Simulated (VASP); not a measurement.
Shape and ions are relaxed at each volume.

Energy against volume of Os (hcp). Calculation: PBE GGA, VASP's PBE PAW potentials (set 64) (plane waves; VASP).

```
V (Å³/atom)  E (eV/atom)
-----------  -----------
13.416         -11.17856
13.844         -11.23476
14.272         -11.25205
14.700         -11.23680
15.128         -11.19435
```

**Question.** Fit a third-order Birch-Murnaghan equation of state.

**Answer.** 
```yaml
volume_per_atom: 14.27 Å³/atom
bulk_modulus: 4050 kbar
pressure_derivative_of_the_bulk_modulus: 4.95
```

Measured: bulk modulus 425 GPa at 0 K (computed value off by -4.7 %), as given by Vázquez-Parga, Fernández-Martínez, Viñes, J. Chem. Theory Comput. (2023), doi:10.1021/acs.jctc.3c00612, Supporting … [zero-point energy and finite temperature contributions removed].

The compound is Os in the hcp structure. It was relaxed first.
